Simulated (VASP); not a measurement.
Wanted: the native input for a VASP 6.6.1 run.

```
Task                   : band structure
Functional             : PBEsol
Potentials or basis    : VASP PAW PBE potentials, release 64 (Mo_sv, Ti_sv)
Cutoff                 : 520 eV
k mesh                 : 6 × 6 × 6
Occupations            : methfessel-paxton, width 0.1 eV
Spin                   : no spin polarisation
Further INCAR settings : ALGO = Normal; EDIFF = 1e-06; NBANDS = 112
```

The structure of Ti7Mo lies in POSCAR:

```
Ti7Mo                                   
1.0
    6.3934201065      0.0554905685      0.0554905685
    0.0554905685      6.3934201065      0.0554905685
    0.0554905685      0.0554905685      6.3934201065
  Mo              Ti            
     2    14
Direct
     0.9996085736412611    0.9996085736412611    0.9996085736412611
     0.2503914263587390    0.2503914263587390    0.2503914263587390
     0.4935323891142893    0.0148933282949388    0.0148933282949388
     0.0148933282949388    0.4935323891142893    0.0148933282949388
     0.0148933282949388    0.0148933282949388    0.4935323891142893
     0.4866864101487466    0.4866864101487466    0.0043630708860669
     0.4866864101487466    0.0043630708860669    0.4866864101487466
     0.7564676108857036    0.2351066717050612    0.2351066717050612
     0.0043630708860669    0.4866864101487466    0.4866864101487466
     0.2351066717050612    0.7564676108857036    0.2351066717050612
     0.2351066717050612    0.2351066717050612    0.7564676108857036
     0.5002580629374368    0.5002580629374368    0.5002580629374368
     0.7633135898512534    0.7633135898512534    0.2456369291139331
     0.7633135898512534    0.2456369291139331    0.7633135898512534
     0.2456369291139331    0.7633135898512534    0.7633135898512534
     0.7497419370625632    0.7497419370625632    0.7497419370625632
```

The cell was built by a generator and needn't be a form met in nature.

These files were run (other wordings do the same):

INCAR

```
SYSTEM = Ti7Mo
  PREC = Accurate
  ENCUT = 520
  EDIFF = 1E-6
  ISMEAR = 1
  SIGMA = 0.1
  LREAL = .FALSE.
  LASPH = .TRUE.
  NELM = 80
  ALGO = Normal
  ISIF = 2
  LWAVE = .FALSE.
  LCHARG = .FALSE.
  LMAXMIX = 4
  GGA = PS
  NBANDS = 112
  ICORELEVEL = 1
  KPAR = 4
```

KPOINTS

```
regular mesh
0
G
  6 6 6
  0 0 0
```

KPOINTS_OPT

```
explicit points
4
Reciprocal
 0.0000000000  0.0000000000  0.0000000000 1
 0.5000000000  0.5000000000  0.0000000000 1
 0.5000000000  0.5000000000  0.5000000000 1
 0.0000000000  0.5000000000  0.0000000000 1
```

Potentials or basis: VASP PAW PBE potentials, release 64 (Mo_sv, Ti_sv).

Launch:

```bash
$ cat potpaw_PBE.64/Mo_sv/POTCAR potpaw_PBE.64/Ti_sv/POTCAR > POTCAR
$ mpirun -np 4 vasp_std > vasp.out
```

It gave:

- Pressure: 0.0 GPa
- Largest force: 0.004 eV/Å
- Band gap along the path: none (metal or under the smearing width)

Caveat: the PAW data sets were made with another functional, which shifts forces and pressure a little.

Run time: 3.7 min on 4 MPI ranks on Intel(R) Xeon(R) 6975P-C (Granite Rapids) (shared host), peak memory 1.1 GiB a rank.
